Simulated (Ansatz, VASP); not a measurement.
# Al37SiP12O87 (glassy 76Al2O3-24P2O5 (mol %)) in two plane-wave programs

One calculation is typed for both programs; each brings its own data sets. How far apart do they land? Of the first pair: The structure shown is the start of the Ansatz relaxation below; VASP solves that cell, so the two are compared at the walk's first step.

Program: Ansatz 0.2.0. Level of theory: plane waves, with VASP 6.6.1 beside it; single point at PBE. Results are calculated unless marked as measured.

### Step 1. Starting point

The cell holds 137 atoms: 37 Al, 1 Si, 12 P and 87 O. Cell: a = 11.638 Å, b = 11.638 Å, c = 11.638 Å, α = 90.0°, β = 90.0°, γ = 90.0°. It derives from Al38P12O87 (glassy 76Al2O3-24P2O5 (mol %)). As first built, before any earlier steps moved the atoms (in the runner's words): 137 atoms (38 Al, 12 P, 87 O) placed at random at 2.77 g/cm^3, melted at 4000 K for 10 ps at fixed volume with the Morse and Coulomb pair potential with partial charges (Pedone, Malavasi, Menziani, Cormack and Segre, J. Phys. Chem. B 110, 11780 (2006)). Quenched from 4000 K to 300 K at 50 K/ps and fixed volume, held 10 ps at zero pressure. Nearest the centre at fractional (0.010, 0.865, 0.024): Si38 at 0.00 Å, O134 at 1.71 Å, O117 at 1.75 Å, O97 at 1.77 Å, O129 at 1.79 Å, Al27 at 2.68 Å, O64 at 2.89 Å, Al13 at 2.91 Å.

### Step 2. Ansatz: relaxation, PBE

Ansatz runs on its default PAW (the set named soft_2) files.

The two programs are compared at the cell with which this relaxation starts, whose forces are those of its first step.

input.yaml

```yaml
crystal:
  lattice:
    - [11.63754, 0.0, 0.0]
    - [0.0, 11.63754, 0.0]
    - [0.0, 0.0, 11.63754]
  atoms:
    - { symbol: Al, position: [0.6855, 0.10193, 0.42801] }
    - { symbol: Al, position: [0.88152, 0.00754, 0.5714] }
[... 3 atom lines left out ...]
    - { symbol: Al, position: [0.10637, 0.07989, 0.14262] }
    - { symbol: Al, position: [0.09075, 0.04643, 0.7108] }
[... 1 atom line left out ...]
    - { symbol: Al, position: [0.90867, 0.44892, 0.01517] }
[... 1 atom line left out ...]
    - { symbol: Al, position: [0.28977, 0.83964, 0.27339] }
[... 1 atom line left out ...]
    - { symbol: Al, position: [0.8721, 0.70237, 0.1549] }
[... 7 atom lines left out ...]
    - { symbol: Al, position: [0.36472, 0.73531, 0.62062] }
    - { symbol: Al, position: [0.87958, 0.66003, 0.88276] }
[... 2 atom lines left out ...]
    - { symbol: Al, position: [0.49892, 0.1886, 0.74704] }
    - { symbol: Al, position: [0.73196, 0.86259, 0.74191] }
    - { symbol: Al, position: [0.80221, 0.01559, 0.95781] }
[... 1 atom line left out ...]
    - { symbol: Al, position: [0.87132, 0.25681, 0.61252] }
    - { symbol: Al, position: [0.08992, 0.59674, 0.96633] }
[... 2 atom lines left out ...]
    - { symbol: Al, position: [0.04661, 0.47664, 0.72361] }
[... 4 atom lines left out ...]
    - { symbol: Al, position: [0.43272, 0.79075, 0.04468] }
    - { symbol: P, position: [0.20917, 0.59378, 0.21169] }
[... 4 atom lines left out ...]
    - { symbol: P, position: [0.0815, 0.99696, 0.37809] }
[... 10 atom lines left out ...]
    - { symbol: O, position: [0.06356, 0.44337, 0.02405] }
    - { symbol: O, position: [0.85163, 0.78548, 0.79654] }
[... 1 atom line left out ...]
    - { symbol: O, position: [0.01135, 0.02609, 0.26114] }
    - { symbol: O, position: [0.72394, 0.71642, 0.15612] }
    - { symbol: O, position: [0.81628, 0.16348, 0.94491] }
    - { symbol: O, position: [0.3647, 0.67095, 0.98422] }
[... 2 atom lines left out ...]
    - { symbol: O, position: [0.13236, 0.92337, 0.81586] }
[... 1 atom line left out ...]
    - { symbol: O, position: [0.23928, 0.06994, 0.20693] }
[... 5 atom lines left out ...]
    - { symbol: O, position: [0.98273, 0.54816, 0.84403] }
    - { symbol: O, position: [0.03362, 0.76842, 0.66981] }
[... 14 atom lines left out ...]
    - { symbol: O, position: [0.16807, 0.90343, 0.34998] }
[... 1 atom line left out ...]
    - { symbol: O, position: [0.85202, 0.18766, 0.25344] }
[... 6 atom lines left out ...]
    - { symbol: O, position: [0.1219, 0.96526, 0.04425], spin: 0.6 }
    - { symbol: O, position: [0.734, 0.60873, 0.86316] }
[... 3 atom lines left out ...]
    - { symbol: O, position: [0.9269, 0.65296, 0.28506] }
[... 2 atom lines left out ...]
    - { symbol: O, position: [0.89108, 0.6028, 0.03651] }
[... 2 atom lines left out ...]
    - { symbol: O, position: [0.25989, 0.69625, 0.27735] }
    - { symbol: O, position: [0.05862, 0.20492, 0.08619] }
    - { symbol: O, position: [0.31817, 0.07893, 0.98831] }
[... 2 atom lines left out ...]
    - { symbol: O, position: [0.16525, 0.13218, 0.82128] }
[... 3 atom lines left out ...]
    - { symbol: O, position: [0.92777, 0.94558, 0.92706], spin: 0.6 }
[... 5 atom lines left out ...]
    - { symbol: O, position: [0.14778, 0.64298, 0.10379] }
[... 2 atom lines left out ...]
    - { symbol: O, position: [0.7678, 0.02141, 0.11147] }
    - { symbol: O, position: [0.34127, 0.88058, 0.13552] }
    - { symbol: O, position: [0.95004, 0.98291, 0.70398] }
    - { symbol: O, position: [0.02257, 0.74379, 0.93001], spin: 0.6 }
[... 2 atom lines left out ...]
    - { symbol: O, position: [0.68967, 0.96223, 0.86167] }
[... 1 atom line left out ...]
    - { symbol: O, position: [0.93057, 0.83879, 0.14519], spin: 0.6 }
[... 1 atom line left out ...]
    - { symbol: O, position: [0.20367, 0.5944, 0.86592] }
    - { symbol: O, position: [0.82087, 0.37897, 0.91182] }
magnetization:
  spin_polarized: true
kpoints:
  mp_grid: { grid: [1, 1, 1] }
hamiltonian:
  xc: pbe
scf:
  occupations: { method: fermi_dirac, width: 0.025 }
  lower_state_search: "off"
output:
  forces: true
  eigenvalues: true
relax:
  f_tol: 0.05
  max_steps: 90
```

Run with:

```
$ ansatz run input.yaml --threads 4 --pin off --max-ram 8192MiB --backend cpu --events-out ev --progress --plain --runs-dir out
```

Numbers of over 12 decimals in the logs are rounded to 6 here.

What it wrote:

```text
Engine: ansatz 0.2.0, aarch64-unknown-linux-gnu
Pseudopotentials: kind: paw
Pseudopotential: Al, paw, valence charge 3, recommended cutoff 420 eV (normal), Al.paw.azcp
Pseudopotential: Si, paw, valence charge 4, recommended cutoff 420 eV (normal), Si.paw.azcp
Pseudopotential: P, paw, valence charge 5, recommended cutoff 420 eV (normal), P.paw.azcp
Pseudopotential: O, paw, valence charge 6, recommended cutoff 420 eV (normal), O.paw.azcp
Functional definition: PBE
  parameter kappa = 0.804
  parameter beta = 0.066725
  exchange = pbe_x(kappa = kappa, mu = beta*pi^2/3)
  correlation = pbe_c(beta = beta)
Crystal: 137 atoms, lattice volume = 1576.099 Å³
Basis set: ecut = 420 eV, 31031 PW (Γ), exchange–correlation on 160×160×160 points (8 copies of the dense FFT grid, shifted against one another)
Bands: 487, of which v1, the nominal top of the filled ones, is band 349 counted from 1 (348 counted from 0)
Symmetry: 1 space group operations
Space group: P1 (ITA 1), of the structure as read, at distance tolerance 1.2e-4 Å
Magnetic group: BNS 1.1 (UNI 1), of the structure as read, at distance tolerance 1.2e-4 Å
k-points: 1
Non-local potential: Al, projectors of the file, l = 0: 2, l = 1: 2, l = 2: 1
Non-local potential: Si, projectors of the file, l = 0: 2, l = 1: 2, l = 2: 2
Non-local potential: P, projectors of the file, l = 0: 2, l = 1: 2, l = 2: 2
Non-local potential: O, projectors of the file, l = 0: 2, l = 1: 2, l = 2: 1
PAW form: soft (Blöchl's): semilocal exchange-correlation on the pseudo side does not see the compensation charge
PAW one-centre angular grid: Al, 110 points (default); XC on 64 Gauss nodes
PAW one-centre angular grid: Si, 110 points (default); XC on 64 Gauss nodes
PAW one-centre angular grid: P, 110 points (default); XC on 64 Gauss nodes
PAW one-centre angular grid: O, 110 points (default); XC on 64 Gauss nodes
Initial density: superposition of atomic densities (chi_scale 0.1, normalization cell, long waves kept (reshape's long-wave potential 0.59 eV rms))
Starting moments: Σ|m| = 3 μB on 5 of 137 sites
Initial wavefunctions: pseudopotential atomic-orbital guess
Functional: x = pbe(κ = 0.804, μ = 0.219515), c = pbe(β = 0.066725)
SCF iter   1: F=—  HF=-79181.027484 eV  |F-HF|=—  |Δ(HF+E_count)|=         —  Δρ=6.71e-2 (↑6.47e-2 ↓6.71e-2)  dr2=2.70e2  dr2_m=1.04e0  M=0.857 μB ∫|m|=0.985 μB  β_m=0.30  ethr=3.10e-3  ⟨swp⟩=7.5  Hψ=4789  notcnv=0  defer=85
preconditioner: auto → Resta (q_TF=auto, 2.381 Å⁻¹)  ε∞=3.0  [insulator: Δε(μ)=0.128 eV  Ē_g=17.254 eV  σ=0.025 eV  W_gap=0.86  n_scr=364 (ndim 8)  ℏωp=24.6 eV  f_vac=0.021  D(μ)=5.33/eV (n_scr^D=18)  ε∞_Penn≈3.0]
spin=Collinear: Resta preconditioning applied to the charge; magnetization (m = ρ↑ − ρ↓) channel mixes plain (no charge-response kernel on spin).
SCF iter   2: F=—  HF=-79117.875368 eV  |F-HF|=—  |Δ(HF+E_count)|=    6.32e1  Δρ=3.09e-2 (↑2.94e-2 ↓3.09e-2)  dr2=6.16e1  dr2_m=5.09e-1  M=0.928 μB ∫|m|=1.010 μB  β_m=0.30  ethr=3.10e-3  ⟨swp⟩=3.0  Hψ=1821  notcnv=0  defer=268
SCF iter   3: F=—  HF=-79103.450543 eV  |F-HF|=—  |Δ(HF+E_count)|=    1.44e1  Δρ=1.69e-2 (↑1.69e-2 ↓1.67e-2)  dr2=9.28e0  dr2_m=2.66e-1  M=0.955 μB ∫|m|=1.168 μB  β_m=0.30  ethr=3.10e-3  ⟨swp⟩=2.5  Hψ=1577  notcnv=0  defer=268
SCF iter   4: F=—  HF=-79102.298252 eV  |F-HF|=—  |Δ(HF+E_count)|=    1.15e0  Δρ=4.08e-3 (↑4.08e-3 ↓3.86e-3)  dr2=3.66e-1  dr2_m=1.46e-1  M=0.945 μB ∫|m|=1.014 μB  β_m=0.30  ethr=1.33e-3  ⟨swp⟩=4.5  Hψ=1476  notcnv=0  defer=268
SCF iter   5: F=—  HF=-79102.413120 eV  |F-HF|=—  |Δ(HF+E_count)|=   1.15e-1  Δρ=2.85e-3 (↑2.85e-3 ↓2.78e-3)  dr2=1.34e-1  dr2_m=7.91e-2  M=0.955 μB ∫|m|=1.018 μB  β_m=0.30  ethr=5.25e-5  ⟨swp⟩=3.0  Hψ=1197  notcnv=0  defer=268
SCF iter   6: F=—  HF=-79102.495401 eV  |F-HF|=—  |Δ(HF+E_count)|=   8.23e-2  Δρ=1.93e-3 (↑1.88e-3 ↓1.93e-3)  dr2=2.84e-2  dr2_m=4.33e-2  M=0.961 μB ∫|m|=1.019 μB  β_m=0.30  ethr=1.93e-5  ⟨swp⟩=3.0  Hψ=1241  notcnv=0  defer=268
SCF iter   7: F=—  HF=-79102.532566 eV  |F-HF|=—  |Δ(HF+E_count)|=   3.72e-2  Δρ=1.33e-3 (↑1.33e-3 ↓1.31e-3)  dr2=3.76e-3  dr2_m=2.43e-2  M=0.964 μB ∫|m|=1.020 μB  β_m=0.30  ethr=4.07e-6  ⟨swp⟩=2.5  Hψ=1436  notcnv=0  defer=268
Mixer restart at iter 7: flushing history
spin-set hold released at iteration 7 (site moments contracting): the magnetisation degrees of freedom join the quasi-Newton model from the next iteration; the mixer history was flushed
SCF iter   8: F=—  HF=-79102.539968 eV  |F-HF|=—  |Δ(HF+E_count)|=   7.40e-3  Δρ=9.90e-4 (↑9.90e-4 ↓9.85e-4)  dr2=2.30e-3  dr2_m=1.36e-2  M=0.968 μB ∫|m|=1.024 μB  β_m=0.65  ethr=5.39e-7  ⟨swp⟩=2.0  Hψ=1429  notcnv=0  defer=268
SCF iter   9: F=—  HF=-79102.551042 eV  |F-HF|=—  |Δ(HF+E_count)|=   1.11e-2  Δρ=1.06e-4 (↑1.06e-4 ↓5.96e-5)  dr2=2.48e-4  dr2_m=5.10e-5  M=0.979 μB ∫|m|=1.044 μB  β_m=0.70  ethr=3.30e-7  ⟨swp⟩=3.5  Hψ=1895  notcnv=0  defer=268
[...]
- { symbol: Al, position: [0.847596, 0.050123, 0.251779] }
    - { symbol: Al, position: [0.288537, 0.344745, 0.684939] }
    - { symbol: Al, position: [0.048436, 0.477717, 0.721579] }
    - { symbol: Al, position: [0.382049, 0.029069, 0.124335] }
    - { symbol: Al, position: [0.616392, 0.450260, 0.239950] }
    - { symbol: Al, position: [0.342883, 0.391399, 0.289683] }
    - { symbol: Al, position: [0.633992, 0.105240, 0.143717] }
    - { symbol: Al, position: [0.433739, 0.792197, 0.040315] }
    - { symbol: P, position: [0.213756, 0.592812, 0.213207] }
    - { symbol: P, position: [0.104207, 0.695457, 0.581319] }
    - { symbol: P, position: [0.920286, 0.667428, 0.412396] }
    - { symbol: P, position: [0.673481, 0.623201, 0.745279] }
    - { symbol: P, position: [0.625945, 0.714973, 0.230356] }
    - { symbol: P, position: [0.079150, 0.994270, 0.378589] }
    - { symbol: P, position: [0.571147, 0.340277, 0.027543] }
    - { symbol: P, position: [0.852276, 0.258534, 0.864420] }
    - { symbol: P, position: [0.849063, 0.329087, 0.256632] }
    - { symbol: P, position: [0.449481, 0.932135, 0.461932] }
    - { symbol: P, position: [0.423615, 0.508542, 0.513231] }
    - { symbol: P, position: [0.333844, 0.617246, 0.868176] }
    - { symbol: O, position: [0.618748, 0.592995, 0.281783] }
    - { symbol: O, position: [0.633030, 0.795556, 0.334552] }
    - { symbol: O, position: [0.380892, 0.287821, 0.796766] }
    - { symbol: O, position: [0.834999, 0.760248, 0.443222] }
    - { symbol: O, position: [0.059644, 0.437645, 0.024996] }
    - { symbol: O, position: [0.853671, 0.784375, 0.801315] }
    - { symbol: O, position: [0.535652, 0.014209, 0.075532] }
    - { symbol: O, position: [0.00712329, 0.019793, 0.260398] }
    - { symbol: O, position: [0.734700, 0.729128, 0.155220] }
    - { symbol: O, position: [0.815546, 0.163943, 0.947235] }
    - { symbol: O, position: [0.363669, 0.671992, 0.983779] }
    - { symbol: O, position: [0.991366, 0.968186, 0.470109] }
    - { symbol: O, position: [0.183893, 0.028051, 0.602126] }
    - { symbol: O, position: [0.130544, 0.923409, 0.808943] }
    - { symbol: O, position: [0.432014, 0.113715, 0.243006] }
    - { symbol: O, position: [0.238749, 0.058008, 0.207899] }
    - { symbol: O, position: [0.439318, 0.637432, 0.534984] }
    - { symbol: O, position: [0.734597, 0.377474, 0.303361] }
    - { symbol: O, position: [0.949772, 0.386170, 0.316633] }
    - { symbol: O, position: [0.373107, 0.454685, 0.627122] }
    - { symbol: O, position: [0.157857, 0.375845, 0.755018] }
    - { symbol: O, position: [0.986741, 0.554458, 0.840700] }
    - { symbol: O, position: [0.030403, 0.761600, 0.664736] }
    - { symbol: O, position: [0.853404, 0.358242, 0.128788] }
[...]
- { symbol: O, position: [0.590333, 0.360878, 0.899177] }
    - { symbol: O, position: [0.575031, 0.540488, 0.726688] }
    - { symbol: O, position: [0.692031, 0.961102, 0.866087] }
    - { symbol: O, position: [0.507242, 0.135927, 0.887747] }
    - { symbol: O, position: [0.955597, 0.824055, 0.135448] }
    - { symbol: O, position: [0.109247, 0.568263, 0.614808] }
    - { symbol: O, position: [0.203698, 0.590784, 0.867518] }
    - { symbol: O, position: [0.823225, 0.380023, 0.908287] }
```

The column dr2 measures how far the density is from self-consistency, as an energy; F and HF (Harris–Foulkes) agree once it is small.

### Step 3. VASP: single point, PBE, start cell, pair 1

The same cell, functional, mesh and smearing now go to VASP, with its own data sets.

Lines of VASP's logs that name or quote its potential files are left out, and so is its time.

INCAR

```
SYSTEM = Al37SiP12O87
PREC = Accurate
ENCUT = 520
EDIFF = 1E-06
NELM = 200
ISMEAR = -1
SIGMA = 0.025
LREAL = Auto
ALGO = Normal
GGA = PE
NBANDS = 444
ISPIN = 2
MAGMOM = -0 -0 -0 -0 -0 -0 -0 -0 -0 -0 -0 -0 -0 -0 -0 -0 -0 -0 -0 -0 -0 -0 -0 -0 -0 -0 -0 -0 -0 -0 -0 -0 -0 -0 -0 -0 -0 -0 -0 -0 -0 -0 -0 -0 -0 -0 -0 -0 -0 -0 -0 -0 -0 -0 -0 -0 -0 -0 -0 -0 -0 -0 -0 -0 -0 -0 -0 -0 -0 -0 -0 -0 -0 -0 -0 -0 -0 -0 -0 -0 -0 -0 -0 -0 -0 -0 -0 -0 -0 -0 -0 -0 -0 -0 -0 -0 -0 -0 -0 -0 -0 -0 -0 -0 -0 -0 -0 -0 -0 -0 -0 -0 -0 -0 -0 -0 -0 -0 -0 -0 -0 -0 -0 -0 -0 -0 -0 -0 -0 -0 -0 -0 -0 -0 -0 -0 -0
LORBIT = 11
LWAVE = .FALSE.
LCHARG = .FALSE.
ISIF = 2
LASPH = .TRUE.
GGA_COMPAT = .FALSE.
```

POSCAR

```
Al37SiP12O87
1.0
   11.6375400000      0.0000000000      0.0000000000
    0.0000000000     11.6375400000      0.0000000000
    0.0000000000      0.0000000000     11.6375400000
Al Si P O
37 1 12 87
Direct
    0.6854971068      0.1019287581      0.4280114182
    0.8815179153      0.0075359569      0.5714008287
[... 3 atom lines left out ...]
    0.1063712778      0.0798880176      0.1426160512
    0.0907494196      0.0464273377      0.7108031422
[... 1 atom line left out ...]
    0.9086714202      0.4489178985      0.0151664355
[... 1 atom line left out ...]
    0.2897691437      0.8396362118      0.2733911119
[... 1 atom line left out ...]
    0.8721001174      0.7023735257      0.1549038714
[... 7 atom lines left out ...]
    0.8795759241      0.6600278066      0.8827638831
    0.1969660255      0.0136970528      0.9175564595
[... 2 atom lines left out ...]
    0.7319588160      0.8625877978      0.7419093726
    0.8022142137      0.0155874867      0.9578141085
    0.9914896103      0.8574492547      0.7948758930
[... 1 atom line left out ...]
    0.0899159101      0.5967412357      0.9663296539
    0.8505405782      0.0337012805      0.2411076568
[... 2 atom lines left out ...]
    0.3810685076      0.0314671314      0.1260060116
[... 4 atom lines left out ...]
    0.0096326200      0.8651398835      0.0241374036
    0.2091679169      0.5937766916      0.2116942240
[... 4 atom lines left out ...]
    0.0815034793      0.9969632757      0.3780867778
[... 10 atom lines left out ...]
    0.0635615431      0.4433668971      0.0240514748
    0.8516318741      0.7854838737      0.7965429120
[... 1 atom line left out ...]
    0.0113511962      0.0260879877      0.2611376631
    0.7239416578      0.7164228866      0.1561240606
    0.8162807604      0.1634795670      0.9449076007
    0.3646990687      0.6709493587      0.9842200328
[... 2 atom lines left out ...]
    0.1323561509      0.9233738402      0.8158597092
[... 1 atom line left out ...]
    0.2392773731      0.0699374610      0.2069337678
[... 5 atom lines left out ...]
    0.9827334643      0.5481570847      0.8440271741
    0.0336239446      0.7684184115      0.6698065055
[... 14 atom lines left out ...]
    0.1680681656      0.9034297626      0.3499794630
[... 1 atom line left out ...]
    0.8520185537      0.1876599350      0.2534384415
[... 6 atom lines left out ...]
    0.1218986143      0.9652641366      0.0442533388
    0.7340039218      0.6087283051      0.8631635208
[... 3 atom lines left out ...]
    0.9268969215      0.6529558652      0.2850602447
[... 2 atom lines left out ...]
    0.8910817922      0.6027992170      0.0365111527
[... 2 atom lines left out ...]
    0.2598916953      0.6962468013      0.2773524302
    0.0586206363      0.2049230336      0.0861865996
    0.3181686164      0.0789342077      0.9883102443
[... 2 atom lines left out ...]
    0.1652497005      0.1321757004      0.8212818173
[... 3 atom lines left out ...]
    0.9277733954      0.9455778455      0.9270601863
[... 5 atom lines left out ...]
    0.1477803728      0.6429795300      0.1037934134
[... 2 atom lines left out ...]
    0.7677997240      0.0214134602      0.1114668564
    0.3412662814      0.8805812912      0.1355183312
    0.9500375509      0.9829139148      0.7039803945
    0.0225734992      0.7437912136      0.9300075445
[... 2 atom lines left out ...]
    0.6896732471      0.9622308495      0.8616683595
[... 1 atom line left out ...]
    0.9305660818      0.8387941094      0.1451939156
[... 1 atom line left out ...]
    0.2036684729      0.5944039720      0.8659218357
    0.8208693590      0.3789718446      0.9118164148
```

KPOINTS

```
Automatic mesh
0
Gamma
1 1 1
0 0 0
```

The projector-augmented-wave data sets are Al, Si, P and O (PBE family, release 64).

Run with:

```
$ export OMP_NUM_THREADS=3
$ mpirun -np 1 vasp_gam
```

What it wrote:

```text
[banner, memory and clock lines left out]
running    1 mpi-ranks, on    1 nodes
[...]
Offloading initialized ...    1 GPUs detected
[...]
LDA part: xc-table for (Slater+PW92), standard interpolation
 POSCAR, INCAR and KPOINTS ok, starting setup
[...]
entering main loop
       N       E                     dE             d eps       ncg     rms          rms(c)
DAV:   1     0.625520157910E+04    0.62552E+04   -0.41700E+05  1800   0.155E+03
DAV:   2    -0.606118373915E+03   -0.68613E+04   -0.66366E+04  2176   0.377E+02
DAV:   3    -0.113577893564E+04   -0.52966E+03   -0.52576E+03  2088   0.111E+02
DAV:   4    -0.114629391762E+04   -0.10515E+02   -0.10470E+02  2120   0.168E+01
[...]
DAV:  21    -0.100251212964E+04    0.23255E-05   -0.16455E-05  2304   0.111E-02    0.904E-03
DAV:  22    -0.100251213031E+04   -0.66751E-06   -0.13884E-05  2120   0.813E-03    0.101E-02
DAV:  23    -0.100251212939E+04    0.92480E-06   -0.43545E-06  1824   0.406E-03
   1 F= -.10025121E+04 E0= -.10024948E+04  d E =-.346573E-01  mag=     0.0002
```

OUTCAR, selected parts (step 3):

```text
 magnetization (x)
# of ion       s       p       d       tot
------------------------------------------
    1        0.000   0.000   0.000   0.000
    2        0.000   0.000   0.000   0.000
    3        0.000  -0.000   0.000   0.000
    4        0.000  -0.000   0.000   0.000
    5        0.000  -0.000   0.000   0.000
    6        0.000   0.000   0.000   0.000
    7        0.000   0.000   0.000   0.000
    8        0.000   0.000   0.000   0.000
    9        0.000   0.000   0.000   0.000
   10        0.000   0.000   0.000   0.000
   11        0.000   0.000   0.000   0.000
   12        0.000  -0.000   0.000   0.000
   13        0.000   0.000   0.000   0.000
[...]
--------------------------------------------------
tot          0.001   0.000   0.000   0.001

[... 2 further parts left out ...]
[key lines of the parts left out:]
E-fermi :   6.7602
```

This run allows spin, but its moments start at zero, where symmetry between the spins tends to hold them. Its electron count is odd, so without a moment it is a metal by construction.

### Step 4. Differences

Known differences besides the potentials themselves: the cutoff is 420 eV in Ansatz and 520 eV in VASP (PREC = Accurate, projectors in real space). Total energies have different zeros and are not compared.

Forces on 8 of the 137 atoms, those with the largest forces and the largest differences (eV/Å; atoms numbered as in POSCAR):

| atom | Ansatz x, y, z | VASP x, y, z |
| --- | --- | --- |
| Al13 | -0.426, -1.019, 0.118 | -0.482, -1.121, 0.134 |
| Al26 | -1.119, 0.622, 0.286 | -1.171, 0.656, 0.293 |
| Al27 | 0.169, -0.082, -1.171 | 0.153, -0.055, -1.269 |
| Si38 | -0.381, -0.010, 0.579 | -0.578, 0.175, 0.417 |
| O97 | -1.504, -1.281, -0.333 | -1.577, -1.553, -0.313 |
| O117 | 1.806, -1.519, 1.595 | 1.852, -1.556, 1.599 |
| O129 | -0.269, 1.644, 0.533 | -0.135, 1.749, 0.732 |
| O134 | 1.212, 1.172, -2.140 | 1.403, 1.155, -2.195 |

The forces differ by 46 meV/Å r.m.s., which is 15.2 % of the r.m.s. force of 0.303 eV/Å (both taken over all components). Moments aren't recorded for both runs of this pair, so they may hold unlike magnetic states.

(Part 1 of 2 ends here.)

[Lines on the potential files, build, host, timing and source positions are cut from VASP's logs without a mark.]

[Logs are printed without paths, hosts, clocks, repeated set-up lines and the standing remarks that a program may print on its own settings, such as how far it seeks lower states.]

[Hosts, paths, dates, database ids (printed as entryN), source tags and the programs' standing remarks are cut or masked in the printed files.]
